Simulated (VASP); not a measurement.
Given:

```
CELL_PARAMETERS angstrom
      0.00000     2.07058     2.07058
      2.07058     0.00000     2.07058
      2.07058     2.07058     0.00000
ATOMIC_POSITIONS crystal
  Ag 0.00000 0.00000 0.00000
```

The numbers are results of PBE GGA, VASP's PBE PAW potentials (set 64) (plane waves; VASP), not measurements. Numerical set-up: 480 eV cut-off, 14×14×14 Γ-centred mesh, first-order Methfessel-Paxton smearing of 0.10 eV, potentials Ag.

Q: Predict the energy per atom (σ→0), band gap (on the k-mesh) with the smallest direct gap where there is one.

A: 
```json
{
 "band gap (on the k-mesh)": "none (metal, semimetal or under 0.01 eV)",
 "energy per atom (σ→0)": "-2.717 eV/atom"
}
```

Total energies compare only between runs with the same potentials, cut-off and functional.

The compound is Ag in the fcc structure. It was relaxed first.
